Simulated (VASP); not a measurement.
A run of VASP 6.6.1 is set up as follows.

The input run.py:

```python
from ase.calculators.vasp import Vasp
from ase.dft.bandgap import bandgap
from ase.io import read

atoms = read('InF.xyz')
calc = Vasp(
    directory='calc',
    xc='optpbe-vdw',
    pp='PBE',
    setups='minimal',
    prec='Accurate',
    encut=500,
    ediff=1e-06,
    ismear=0,
    sigma=0.1,
    lreal=False,
    lasph=True,
    nelm=60,
    algo='Fast',
    isif=2,
    lwave=False,
    lcharg=True,
    bmix=0.5,
    kpts=[8, 8, 8],
    gamma=True,
    nbands=12,
)
atoms.calc = calc

print('energy (eV):', atoms.get_potential_energy())
print('free energy (eV):', atoms.get_potential_energy(force_consistent=True))
efermi = calc.get_fermi_level()
print('Fermi level (eV):', efermi)
path = atoms.cell.bandpath(npoints=40, eps=1e-4)
print('path:', path.path)
calc.set(kpts=path.kpts, reciprocal=True, icharg=11, isym=0, lcharg=False)
calc.calculate(atoms)
print('gap on the path (eV):', bandgap(calc, efermi=efermi)[0])
print('direct gap on the path (eV):', bandgap(calc, efermi=efermi, direct=True)[0])
```

The input InF.xyz:

```xyz
2
Lattice="1.5415344900 0.8900053500 4.9902347500 -1.5415344900 0.8900053500 4.9902347500 0.0000000000 -1.7800107100 4.9902347500" Properties=species:S:1:pos:R:3 pbc="T T T"
In     0.0000000000     -0.0000000050      7.4853521250
F      0.0000000000      0.0000000000      0.0000000000
```

Potentials or basis: VASP PAW PBE potentials, release 64 (In, F).

The run is started by

```bash
$ python run.py
```

Estimate the band gap along the path.

none (metal or under the smearing width).

Levels at the corners of the path, in eV from the Fermi level:
| point | band 1 | band 2 | band 3 | band 4 | band 5 | band 6 | band 7 | band 8 | band 9 | band 10 |
| --- | --- | --- | --- | --- | --- | --- | --- | --- | --- | --- |
| Γ | -19.73 | -7.16 | -2.69 | -0.37 | -0.37 | 3.81 | 9.14 | 13.59 | 13.59 | 14.37 |
| L | -19.51 | -2.84 | -1.63 | -1.33 | -0.63 | -0.10 | 5.65 | 8.26 | 10.31 | 11.88 |
| B1 | -19.48 | -1.95 | -1.62 | -1.60 | -0.10 | 1.53 | 1.68 | 6.99 | 10.42 | 11.40 |
| B | -19.48 | -1.95 | -1.62 | -1.60 | -0.10 | 1.53 | 1.68 | 6.99 | 10.42 | 11.40 |
| Z | -19.72 | -7.55 | -0.97 | -0.36 | -0.36 | 1.41 | 12.89 | 13.28 | 13.40 | 13.40 |
| Γ | -19.73 | -7.16 | -2.69 | -0.37 | -0.37 | 3.81 | 9.14 | 13.59 | 13.59 | 14.37 |
| X | -19.48 | -1.87 | -1.70 | -1.50 | 0.01 | 1.37 | 1.55 | 7.03 | 10.43 | 11.33 |
| Q | -19.48 | -1.87 | -1.70 | -1.50 | 0.01 | 1.37 | 1.55 | 7.03 | 10.43 | 11.33 |
| F | -19.50 | -2.68 | -1.98 | -1.56 | -0.66 | 0.12 | 6.60 | 8.42 | 9.07 | 11.53 |
| P1 | -19.51 | -2.93 | -2.21 | -0.89 | -0.65 | 0.05 | 6.17 | 8.41 | 9.54 | 11.62 |
| Z | -19.72 | -7.55 | -0.97 | -0.36 | -0.36 | 1.41 | 12.89 | 13.28 | 13.40 | 13.40 |
| L | -19.51 | -2.84 | -1.63 | -1.33 | -0.63 | -0.10 | 5.65 | 8.26 | 10.31 | 11.88 |
| P | -19.51 | -2.93 | -2.21 | -0.89 | -0.65 | 0.05 | 6.17 | 8.41 | 9.54 | 11.62 |

Caveat: the log is that of the step along the path at fixed density, whose energy, stress, charges and moments have no meaning; spin-orbit coupling is left out, which moves the levels of the heavy elements.
